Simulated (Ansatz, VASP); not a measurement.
One calculation of InC2, two programs

```
In C
1.0
     5.37944    0.00000    0.00000
    -2.68972    4.65873    0.00000
     0.00000    0.00000    5.91770
In C
3 6
Direct
  0.46870 0.00000 0.66667
  0.00000 0.46870 0.33333
  0.53130 0.53130 0.00000
  0.41690 0.26590 0.11960
  0.73410 0.15100 0.78627
  0.84900 0.58310 0.45293
  0.26590 0.41690 0.88040
  0.15100 0.73410 0.21373
  0.58310 0.84900 0.54707
```

Alike in both runs: task single point; functional PBE; k mesh 6 × 6 × 4; occupations gaussian, width 0.1 eV; no spin polarisation.

|  | VASP | Ansatz |
| --- | --- | --- |
| version | VASP 6.6.1 | Ansatz 0.2.0 |
| potentials or method | VASP PAW PBE potentials, release 64 (In_d, C) | scalar-relativistic, plane waves, PAW |
| plane-wave cutoff (eV) | 520 | 420 |
| valence electrons in the cell | 63 | 63 |

Ansatz gave:

| Quantity | Value |
| --- | --- |
| gap on the k mesh at the Fermi level (eV) | none |
| rms of the force components (eV/Å) | 28.336 |

Task: Which values does VASP return?

Result: gap on the k mesh at the Fermi level (eV): none; rms of the force components (eV/Å): 28.442.

Atom by atom the forces differ by 0.108 eV/Å (rms over components). A gap of «none» marks a metal or a gap that the smearing closes.

Caveats: forces of over 1 eV/Å show positions far from the minimum, so gaps and moduli don't describe the material at rest.
